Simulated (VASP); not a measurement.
# Lattice of AlCo across functionals and dispersion corrections, part 3 of 5

How much does the cell of AlCo depend on the functional? LASPH is on for some levels and off for others; the table marks which. The start is a computed cell from the Materials Project.

VASP 6.6.1, plane waves and PAW; the level of theory is named at each step.

Still holding for the runs below: The k-mesh is coarse for a metal.

So far. Step 5 (Magnetic order: antiferromagnetic, q = (1/2, 1/2, 0)): The energy lies -2.3 meV an atom from the first pattern, a difference of sampling, since both runs hold the same state. The moments fall under 0.1 μB, and the mesh shows no gap. Step 6 (The orders side by side): All patterns lost their moments. Runs that ended non-magnetic differ by up to 2.3 meV an atom among themselves, which is the error from the unlike meshes of the cells. The session goes on with moments started at or near zero.

### 7. Relaxation with LDA

This step: LDA, zero-moment start; plane waves and PAW (Al, Co) (VASP 6.6.1).

System of this step: AlCo. It takes space group Pm-3m (No. 221, cubic). The conventional cell has a = 2.819 Å, b = 2.819 Å, c = 2.819 Å, α = 90.00°, β = 90.00°, γ = 90.00°. Al has 8 Co at 2.44 Å nearest. Nearest to Co lie 8 Al at 2.44 Å. Farther neighbours are not listed.

Properties are meant for the cell that this level of theory prefers, so cell and atoms are relaxed first (ISIF = 3) until forces and stress are small; EDIFFG sets the threshold.

File INCAR:

```
SYSTEM = AlCo
PREC = Accurate
ENCUT = 520
EDIFF = 1E-06
NELM = 100
ISMEAR = -1
SIGMA = 0.05
LREAL = .FALSE.
ALGO = Normal
GGA = CA
NBANDS = 13
ISPIN = 2
MAGMOM = -0 0
LMAXMIX = 4
LORBIT = 11
LWAVE = .FALSE.
LCHARG = .FALSE.
KPAR = 4
IBRION = 2
NSW = 60
ISIF = 3
EDIFFG = -0.01
```

File POSCAR:

```
AlCo
1.0
    2.8194032100      0.0000000000      0.0000000000
    0.0000000000      2.8194032100      0.0000000000
    0.0000000000      0.0000000000      2.8194032100
Al Co
1 1
Direct
    0.0000000000      0.0000000000      0.0000000000
    0.5000000000      0.5000000000      0.5000000000
```

File KPOINTS:

```
Automatic mesh
0
Gamma
8 8 8
0 0 0
```

Potentials, in the order of the species: Al and Co (PBE family, release 64).

On the command line:

```sh
> mpirun -np 4 vasp_std
```

Log:

```text
[banner, memory and clock lines left out]
running    4 mpi-ranks, on    1 nodes
 distrk:  each k-point on    1 cores,    4 groups
 distr:  one band on    1 cores,    1 groups

 POSCAR found type information on POSCAR AlCo
 POSCAR found :  2 types and       2 ions
 [... a notice as in an earlier step ...]

 LDA part: xc-table for (Slater(with rela. corr.)+CA(PZ))
 , standard interpolation
 POSCAR, INCAR and KPOINTS ok, starting setup
 FFT: planning ... GRIDC
 FFT: planning ... GRID_SOFT
 FFT: planning ... GRID
 WAVECAR not read
 entering main loop
       N       E                     dE             d eps       ncg     rms          rms(c)
DAV:   1     0.351460553478E+02    0.35146E+02   -0.52209E+03  1820   0.968E+02
DAV:   2    -0.139359362722E+02   -0.49082E+02   -0.44721E+02  1895   0.173E+02
DAV:   3    -0.155444775892E+02   -0.16085E+01   -0.15969E+01  2236   0.366E+01
DAV:   4    -0.155690100441E+02   -0.24532E-01   -0.24525E-01  2121   0.404E+00
DAV:   5    -0.155698632057E+02   -0.85316E-03   -0.85315E-03  2255   0.821E-01    0.134E+01
DAV:   6    -0.183950310140E+02   -0.28252E+01   -0.62990E+01  2120   0.102E+02    0.176E+01
DAV:   7    -0.137308997447E+02    0.46641E+01   -0.29217E+01  2100   0.651E+01    0.183E+00
DAV:   8    -0.137150050963E+02    0.15895E-01   -0.18050E-01  2027   0.301E+00    0.115E+00
DAV:   9    -0.136985637974E+02    0.16441E-01   -0.34296E-02  2301   0.202E+00    0.314E-01
DAV:  10    -0.136980875859E+02    0.47621E-03   -0.11445E-03  2404   0.415E-01    0.127E-01
DAV:  11    -0.136980747302E+02    0.12856E-04   -0.28085E-05  2319   0.407E-02    0.437E-02
DAV:  12    -0.136980726362E+02    0.20940E-05   -0.31900E-06  2171   0.204E-02    0.755E-03
DAV:  13    -0.136980722612E+02    0.37498E-06   -0.13470E-06  1090   0.137E-02
   1 F= -.13698072E+02 E0= -.13693425E+02  d E =-.136981E+02  mag=    -0.0000
 curvature:   0.00 expect dE= 0.000E+00 dE for cont linesearch  0.000E+00
 trial: gam= 0.00000 g(F)=  0.000E+00 g(S)=  0.246E-01 ort = 0.000E+00 (trialstep = 0.100E+01)
 search vector abs. value=  0.246E-01
 bond charge predicted
       N       E                     dE             d eps       ncg     rms          rms(c)
DAV:   1    -0.140411765796E+02   -0.34310E+00   -0.40136E+00  2020   0.297E+01    0.529E+00
DAV:   2    -0.144722467249E+02   -0.43107E+00   -0.10314E+01  2080   0.423E+01    0.668E+00
DAV:   3    -0.137080063814E+02    0.76424E+00   -0.48043E+00  2080   0.277E+01    0.833E-01
DAV:   4    -0.137003574633E+02    0.76489E-02   -0.23714E-02  2007   0.124E+00    0.403E-01
DAV:   5    -0.136979969351E+02    0.23605E-02   -0.55578E-03  2660   0.731E-01    0.701E-02
DAV:   6    -0.136979963033E+02    0.63186E-06   -0.14654E-04  2218   0.148E-01    0.209E-02
DAV:   7    -0.136979958146E+02    0.48872E-06   -0.35550E-06  2156   0.214E-02
   2 F= -.13697996E+02 E0= -.13693908E+02  d E =0.764467E-04  mag=    -0.0000
 trial-energy change:    0.000076  1 .order    0.001269   -0.024589    0.027127
 step:   0.5100(harm=  0.4755)  dis= 0.00000  next Energy=   -13.704501 (dE=-0.643E-02)
 bond charge predicted
       N       E                     dE             d eps       ncg     rms          rms(c)
DAV:   1    -0.137899276368E+02   -0.91931E-01   -0.98022E-01  2010   0.150E+01    0.264E+00
DAV:   2    -0.139284835827E+02   -0.13856E+00   -0.29809E+00  2120   0.217E+01    0.375E+00
DAV:   3    -0.137066313122E+02    0.22185E+00   -0.11929E+00  2070   0.145E+01    0.396E-01
DAV:   4    -0.137048155489E+02    0.18158E-02   -0.41799E-03  1930   0.508E-01    0.190E-01
DAV:   5    -0.137043842470E+02    0.43130E-03   -0.12713E-03  2564   0.367E-01    0.207E-02
DAV:   6    -0.137043873520E+02   -0.31050E-05   -0.23806E-05  2002   0.434E-02    0.859E-03
DAV:   7    -0.137043868727E+02    0.47928E-06   -0.12886E-06  1234   0.126E-02
   3 F= -.13704387E+02 E0= -.13700031E+02  d E =-.631461E-02  mag=    -0.0000
 curvature:  -0.24 expect dE=-0.673E-06 dE for cont linesearch -0.673E-06
 trial: gam= 0.00000 g(F)=  0.204E-63 g(S)=  0.284E-05 ort =-0.264E-03 (trialstep = 0.902E+00)
 search vector abs. value=  0.284E-05
 reached required accuracy - stopping structural energy minimisation
```

It took 6.2 s on 4 MPI ranks of Intel Xeon Platinum 8488C (Sapphire Rapids), shared host; peak memory 0.56 GiB.

OUTCAR, selected parts (step 7):

```text
   k-points           NKPTS =     35   k-points in BZ     NKDIM =     35   number of bands    NBANDS=     13

   ENCUT  =  520.0 eV  38.22 Ry    6.18 a.u.   5.24  5.24  5.24*2*pi/ulx,y,z

   NELECT =      12.0000    total number of electrons

 E-fermi :  10.9909

 spin component 1
 k-point     1 :       0.0000    0.0000    0.0000
  band No.  band energies     occupation
    ...
      2       7.7608      1.00000
      3       7.7608      1.00000
      4      10.1333      1.00000
      5      10.1333      1.00000
      6      10.1333      1.00000
      7      17.2217      0.00000
      8      17.2217      0.00000
      9      17.2217      0.00000
     10      20.0731      0.00000
     11      20.0731      0.00000
    ...

 k-point     2 :       0.1250    0.0000    0.0000
  band No.  band energies     occupation
    ...
      2       7.7275      1.00000
      3       7.8461      1.00000
      4       9.9693      1.00000
      5       9.9693      1.00000
      6      10.1512      1.00000
      7      15.1056      0.00000
      8      17.6445      0.00000
      9      17.6445      0.00000
     10      20.0165      0.00000
     11      21.9709      0.00000
    ...

  Total        0.0062677      0.0062677      0.0062677     -0.0000000      0.0000000     -0.0000000
  in kB        0.4578519      0.4578519      0.4578519     -0.0000000      0.0000000     -0.0000000
  external PRESSURE =       0.4578519 kB  Pullay stress =       0.0000000 kB

 POSITION                                       TOTAL-FORCE (eV/Angst)
 -----------------------------------------------------------------------------------
      0.00000      0.00000      0.00000        -0.000000      0.000000      0.000000
      1.39959      1.39959      1.39959         0.000000     -0.000000      0.000000
 -----------------------------------------------------------------------------------
    total drift:                                0.000000     -0.000000     -0.000000

  FREE ENERGIE OF THE ION-ELECTRON SYSTEM (eV)
  ---------------------------------------------------
  free  energy   TOTEN  =       -13.7043868727 eV

  energy  without entropy=      -13.6956753201  energy(sigma->0) =      -13.70003110

 reached required accuracy - stopping structural energy minimisation

 magnetization (x)
# of ion       s       p       d       tot
------------------------------------------
    1        0.000   0.000   0.000   0.000
    2       -0.000  -0.000  -0.000  -0.000
--------------------------------------------------
tot         -0.000  -0.000  -0.000  -0.000

[... 4 parts as in an earlier step ...]

[... 13 further parts left out ...]
```

CONTCAR:

```
AlCo
   1.00000000000000
     2.7991837519099483    0.0000000000000000    0.0000000000000000
     0.0000000000000000    2.7991837519099483    0.0000000000000000
     0.0000000000000000    0.0000000000000000    2.7991837519099483
  Al              Co
     1     1
Direct
     0.0000000000000000    0.0000000000000000    0.0000000000000000
     0.5000000000000000    0.5000000000000000    0.5000000000000000
```

This run allows spin, but its moments start at zero, where symmetry between the spins tends to hold them, although Co can carry a moment. The run keeps the 48 symmetry operations of its start, so it cannot find a distortion of lower symmetry.

The steps of the relaxation:

| step | energy less that of the first step (eV) | largest force (eV/Å) | pressure (GPa) | volume (Å³) |
| --- | --- | --- | --- | --- |
| 1 | 0.0000 | 0.0000 | -4.17 | 22.41 |
| 2 | 0.0001 | 0.0000 | 4.80 | 21.48 |
| 3 | -0.0063 | 0.0000 | 0.05 | 21.93 |

| conventional cell, symmetrised | before | after | change |
| --- | --- | --- | --- |
| a (Å) | 2.819 | 2.799 | -0.7 % |
| b (Å) | 2.819 | 2.799 | -0.7 % |
| c (Å) | 2.819 | 2.799 | -0.7 % |
| volume (Å³/atom) | 11.21 | 10.97 | -2.1 % |

The relaxed structure:

```cif
data_structure
_symmetry_space_group_name_H-M 'P 1'
_symmetry_Int_Tables_number 1
_cell_length_a 2.7992
_cell_length_b 2.7992
_cell_length_c 2.7992
_cell_angle_alpha 90.000
_cell_angle_beta 90.000
_cell_angle_gamma 90.000
_cell_volume 21.93
loop_
_atom_site_label
_atom_site_type_symbol
_atom_site_fract_x
_atom_site_fract_y
_atom_site_fract_z
_atom_site_occupancy
Al1 Al 0.00000 0.00000 0.00000 1
Co2 Co 0.50000 0.50000 0.50000 1
```

This step gave:

- electrons: 12
- bands: 13
- irreducible k-points: 35
- symmetry operations: 48
- free energy (TOTEN): -13.70 eV
- energy at zero smearing: -13.70 eV
- Fermi energy: 10.99 eV
- pressure: 0.04579 GPa
- SCF cycles over all ionic steps: 27

It ends with forces that vanish by symmetry and a pressure of 0.05 GPa. The conventional cell has a = 2.799 Å.

### 8. Relaxation with PBEsol

This step: PBEsol, zero-moment start; plane waves and PAW (Al, Co) (VASP 6.6.1).

PBEsol restores the gradient expansion of exchange and is tuned for the cells of solids.

Changes to INCAR since step 7:

```diff
@@ -9,3 +9,3 @@
 ALGO = Normal
-GGA = CA
+GGA = PS
 NBANDS = 13
```

POSCAR is that of step 7.

KPOINTS is that of step 7.

On the command line:

```sh
> mpirun -np 4 vasp_std
```

Log:

```text
[banner, memory and clock lines left out]
running    4 mpi-ranks, on    1 nodes
 distrk:  each k-point on    1 cores,    4 groups
 distr:  one band on    1 cores,    1 groups

 POSCAR found type information on POSCAR AlCo
 POSCAR found :  2 types and       2 ions
 [... a notice as in an earlier step ...]

 LDA part: xc-table for (Slater+PW92), standard interpolation
 POSCAR, INCAR and KPOINTS ok, starting setup
 FFT: planning ... GRIDC
 FFT: planning ... GRID_SOFT
 FFT: planning ... GRID
 WAVECAR not read
 entering main loop
       N       E                     dE             d eps       ncg     rms          rms(c)
DAV:   1     0.354571755325E+02    0.35457E+02   -0.52318E+03  1828   0.968E+02
DAV:   2    -0.133791177962E+02   -0.48836E+02   -0.44499E+02  1885   0.173E+02
DAV:   3    -0.149726887534E+02   -0.15936E+01   -0.15820E+01  2246   0.364E+01
DAV:   4    -0.149964489175E+02   -0.23760E-01   -0.23753E-01  2096   0.400E+00
DAV:   5    -0.149972581850E+02   -0.80927E-03   -0.80925E-03  2268   0.800E-01    0.136E+01
DAV:   6    -0.179143870623E+02   -0.29171E+01   -0.64897E+01  2090   0.104E+02    0.181E+01
DAV:   7    -0.131074635555E+02    0.48069E+01   -0.30128E+01  2095   0.659E+01    0.192E+00
DAV:   8    -0.130918150120E+02    0.15649E-01   -0.18031E-01  2056   0.304E+00    0.124E+00
DAV:   9    -0.130747866102E+02    0.17028E-01   -0.36600E-02  2284   0.211E+00    0.320E-01
DAV:  10    -0.130743544858E+02    0.43212E-03   -0.10988E-03  2501   0.409E-01    0.153E-01
DAV:  11    -0.130743364218E+02    0.18064E-04   -0.25618E-05  2334   0.408E-02    0.650E-02
DAV:  12    -0.130743308436E+02    0.55781E-05   -0.70523E-06  2224   0.295E-02    0.700E-03
DAV:  13    -0.130743305738E+02    0.26982E-06   -0.13023E-06  1145   0.134E-02
   1 F= -.13074331E+02 E0= -.13069987E+02  d E =-.130743E+02  mag=     0.0000
 curvature:   0.00 expect dE= 0.000E+00 dE for cont linesearch  0.000E+00
 trial: gam= 0.00000 g(F)=  0.000E+00 g(S)=  0.118E-02 ort = 0.000E+00 (trialstep = 0.100E+01)
 search vector abs. value=  0.118E-02
 bond charge predicted
       N       E                     dE             d eps       ncg     rms          rms(c)
DAV:   1    -0.130913871184E+02   -0.17056E-01   -0.19594E-01  2000   0.657E+00    0.118E+00
DAV:   2    -0.131213789149E+02   -0.29992E-01   -0.61968E-01  2100   0.978E+00    0.172E+00
DAV:   3    -0.130747210936E+02    0.46658E-01   -0.26278E-01  2070   0.658E+00    0.171E-01
DAV:   4    -0.130743282510E+02    0.39284E-03   -0.95670E-04  1920   0.235E-01    0.583E-02
DAV:   5    -0.130742907879E+02    0.37463E-04   -0.15841E-04  2737   0.130E-01    0.966E-03
DAV:   6    -0.130742920931E+02   -0.13052E-05   -0.33057E-06  1944   0.179E-02    0.298E-03
DAV:   7    -0.130742921332E+02   -0.40108E-07   -0.10950E-07   990   0.291E-03
   2 F= -.13074292E+02 E0= -.13069827E+02  d E =0.384406E-04  mag=    -0.0000
 trial-energy change:    0.000038  1 .order    0.000002   -0.001185    0.001189
 step:   0.4762(harm=  0.4992)  dis= 0.00000  next Energy=   -13.074609 (dE=-0.278E-03)
 bond charge predicted
       N       E                     dE             d eps       ncg     rms          rms(c)
DAV:   1    -0.130791987924E+02   -0.49067E-02   -0.53439E-02  2000   0.342E+00    0.608E-01
DAV:   2    -0.130866163343E+02   -0.74175E-02   -0.15832E-01  2090   0.500E+00    0.872E-01
DAV:   3    -0.130747388921E+02    0.11877E-01   -0.70685E-02  2080   0.336E+00    0.988E-02
DAV:   4    -0.130746029258E+02    0.13597E-03   -0.39935E-04  2097   0.184E-01    0.154E-02
DAV:   5    -0.130746005480E+02    0.23778E-05   -0.12874E-05  2683   0.276E-02    0.541E-03
DAV:   6    -0.130746004291E+02    0.11894E-06   -0.23892E-07  1051   0.571E-03
   3 F= -.13074600E+02 E0= -.13070199E+02  d E =-.269855E-03  mag=     0.0000
 curvature:  -0.25 expect dE=-0.116E-07 dE for cont linesearch -0.116E-07
 trial: gam=-0.00624 g(F)=  0.182E-63 g(S)=  0.467E-07 ort = 0.744E-05 (trialstep = 0.895E+00)
 search vector abs. value=  0.102E-09
 reached required accuracy - stopping structural energy minimisation
```

The job ended after 7.2 s (4 MPI ranks; peak memory 0.6 GiB; 26 s of CPU time).

Parts of OUTCAR (step 8):

```text
   NELECT =      12.0000    total number of electrons

 E-fermi :  10.8044

 spin component 1
 k-point     1 :       0.0000    0.0000    0.0000
  band No.  band energies     occupation
    ...
      2       7.7055      1.00000
      3       7.7055      1.00000
      4       9.9840      1.00000
      5       9.9840      1.00000
      6       9.9840      1.00000
      7      16.9291      0.00000
      8      16.9291      0.00000
      9      16.9291      0.00000
     10      19.6893      0.00000
     11      19.6893      0.00000
    ...

 k-point     2 :       0.1250    0.0000    0.0000
  band No.  band energies     occupation
    ...
      2       7.6666      1.00000
      3       7.7886      1.00000
      4       9.8263      1.00000
      5       9.8263      1.00000
      6      10.0011      1.00000
      7      14.8217      0.00000
      8      17.3433      0.00000
      9      17.3433      0.00000
     10      19.6423      0.00000
     11      21.5739      0.00000
    ...

  Total        0.0008036      0.0008036      0.0008036      0.0000000      0.0000000      0.0000000
  in kB        0.0571933      0.0571933      0.0571933      0.0000000      0.0000000      0.0000000
  external PRESSURE =       0.0571933 kB  Pullay stress =       0.0000000 kB

 POSITION                                       TOTAL-FORCE (eV/Angst)
 -----------------------------------------------------------------------------------
      0.00000      0.00000      0.00000         0.000000     -0.000000      0.000000
      1.41177      1.41177      1.41177        -0.000000      0.000000      0.000000
 -----------------------------------------------------------------------------------
    total drift:                                0.000000     -0.000000     -0.000000

  FREE ENERGIE OF THE ION-ELECTRON SYSTEM (eV)
  ---------------------------------------------------
  free  energy   TOTEN  =       -13.0746004291 eV

  energy  without entropy=      -13.0657971500  energy(sigma->0) =      -13.07019879

 magnetization (x)
# of ion       s       p       d       tot
------------------------------------------
    1       -0.000  -0.000   0.000  -0.000
    2        0.000   0.000   0.000   0.000
--------------------------------------------------
tot         -0.000   0.000   0.000   0.000

[... 8 parts as in an earlier step ...]

[... 11 further parts left out ...]
```

CONTCAR:

```
AlCo
   1.00000000000000
     2.8235464808149775    0.0000000000000000    0.0000000000000000
     0.0000000000000000    2.8235464808149775   -0.0000000000000000
    -0.0000000000000000   -0.0000000000000000    2.8235464808149775
  Al              Co
     1     1
Direct
     0.0000000000000000    0.0000000000000000    0.0000000000000000
     0.5000000000000000    0.5000000000000000    0.5000000000000000
```

LASPH is off, so gradient terms of the non-spherical density inside the spheres are left out; for open d or f shells this can shift gaps and moments. The PAW data sets were made with PBE, which is usual practice but a small mismatch for other functionals.

The steps of the relaxation:

| step | energy less that of the first step (eV) | largest force (eV/Å) | pressure (GPa) | volume (Å³) |
| --- | --- | --- | --- | --- |
| 1 | 0.0000 | 0.0000 | 0.91 | 22.41 |
| 2 | 0.0000 | 0.0000 | -0.91 | 22.62 |
| 3 | -0.0003 | 0.0000 | 0.01 | 22.51 |

| conventional cell, symmetrised | before | after | change |
| --- | --- | --- | --- |
| a (Å) | 2.819 | 2.824 | +0.1 % |
| b (Å) | 2.819 | 2.824 | +0.1 % |
| c (Å) | 2.819 | 2.824 | +0.1 % |
| volume (Å³/atom) | 11.21 | 11.26 | +0.4 % |

Final coordinates:

```xyz
2
Lattice="2.8235 0.0000 0.0000 0.0000 2.8235 0.0000 0.0000 0.0000 2.8235" Properties=species:S:1:pos:R:3 pbc="T T T"
Al    0.0000    0.0000    0.0000
Co    1.4118    1.4118    1.4118
```

This step gave:

```
free energy (TOTEN)             : -13.07 eV
energy at zero smearing         : -13.07 eV
Fermi energy                    : 10.80 eV
pressure                        : 0.005719 GPa
SCF cycles over all ionic steps : 26
```

It ends at 11.26 Å³/atom, +0.4 % from the start, with 0.01 GPa left. The conventional cell has a = 2.824 Å.

[end of part 3 of 5]

[Lines on the potential files, build, host, timing and source positions are cut from VASP's logs without a mark.]

[Logs are printed without paths, hosts, clocks, repeated set-up lines and the standing remarks that a program may print on its own settings, such as how far it seeks lower states.]

[Hosts, paths, dates, database ids (printed as entryN), source tags and the programs' standing remarks are cut or masked in the printed files.]

[A measured line is paired with the nearest computed mode of its activity, which favours agreement.]
